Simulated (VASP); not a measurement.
Method: PBEsol GGA, VASP's PBE PAW potentials (set 64) (plane waves; VASP). For the first row: Numerical set-up: 400 eV cut-off, 11×11×11 Γ-centred mesh, tetrahedra with Blöchl corrections, potentials Ba_sv As Pd.

| system | energy (eV/atom) |
|---|---|
| BaPd2As2 (space group I4/mmm) | -5.6262 |
| Ba (bcc) | -2.1495 |
| As (a7) | -5.1080 |
| Pd (fcc) | -5.9608 |

The references are the elements' solids at the same level; no temperature or zero-point terms are added.

Q: What is the formation energy per atom of BaPd$_{2}$As$_{2}$?

A: The references average (1×(-2.1495) + 2×(-5.1080) + 2×(-5.9608))/5 = -4.8574 eV, so the formation energy is -5.6262 − (-4.8574) = -0.769 eV/atom.
